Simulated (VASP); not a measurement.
OSZICAR of a VASP run on ZnO (space group P6_3mc):

File OSZICAR:
```
       N       E                     dE             d eps       ncg     rms          rms(c)
DAV:   1    -0.686307676889E+03   -0.68631E+03   -0.16630E+04   440   0.206E+03
DAV:   2    -0.938053411228E+03   -0.25175E+03   -0.24241E+03   482   0.410E+02
DAV:   3    -0.960067134346E+03   -0.22014E+02   -0.21917E+02   506   0.130E+02
DAV:   4    -0.960342589879E+03   -0.27546E+00   -0.27521E+00   482   0.155E+01
DAV:   5    -0.277705977832E+02    0.93257E+03   -0.76467E+00   488   0.804E+01    0.169E+01
DAV:   6    -0.231033393372E+02    0.46673E+01   -0.11060E+01   660   0.621E+01    0.888E+00
DAV:   7    -0.240729926054E+02   -0.96965E+00   -0.59199E+00   484   0.204E+01    0.673E+00
DAV:   8    -0.239228964020E+02    0.15010E+00   -0.31029E-01   634   0.132E+01    0.330E+00
DAV:   9    -0.239018625816E+02    0.21034E-01   -0.26597E-01   532   0.433E+00    0.161E+00
DAV:  10    -0.239052617665E+02   -0.33992E-02   -0.19934E-02   574   0.378E+00    0.104E+00
DAV:  11    -0.239023126798E+02    0.29491E-02   -0.45260E-03   684   0.139E+00    0.656E-01
DAV:  12    -0.239025413574E+02   -0.22868E-03   -0.35776E-03   514   0.507E-01    0.396E-01
DAV:  13    -0.239025506118E+02   -0.92543E-05   -0.25952E-04   568   0.313E-01    0.214E-01
DAV:  14    -0.239025710445E+02   -0.20433E-04   -0.14353E-04   488   0.105E-01    0.122E-01
DAV:  15    -0.239025923963E+02   -0.21352E-04   -0.15602E-05   636   0.806E-02    0.736E-02
DAV:  16    -0.239026025812E+02   -0.10185E-04   -0.10198E-05   562   0.477E-02    0.449E-02
DAV:  17    -0.239026092235E+02   -0.66423E-05   -0.66203E-06   482   0.227E-02    0.272E-02
DAV:  18    -0.239026125787E+02   -0.33553E-05   -0.12452E-06   316   0.111E-02    0.156E-02
DAV:  19    -0.239026141704E+02   -0.15916E-05   -0.51318E-07   328   0.820E-03    0.950E-03
DAV:  20    -0.239026149591E+02   -0.78869E-06   -0.36344E-07   280   0.585E-03
   1 F= -.23902615E+02 E0= -.23902615E+02  d E =-.300547E-62
```

**Question.** Which electronic solver shows in the log?

**Answer.** It is blocked Davidson (ALGO = Normal, or the opening steps of other solvers). The INCAR had ALGO = Normal.

**Question.** Can the final energy be trusted as converged?

**Answer.** The calculation finished and met its thresholds. It stopped with EDIFF = 1E-6, NELM = 100 (PBE0 hybrid, plane waves, VASP's PBE PAW potentials (set 64)).

The structure comes from a computed database's ZnO entry; how it stands against other phases isn't given here. The cell was not relaxed at this level. The k-mesh is coarse (spacing up to 0.44 per Å, 2π included), so the numbers may not be converged in it. The run is one of a series of settings (KPOINTS 5×5×3 Γ-centred mesh against the base run), some of them coarse on purpose.
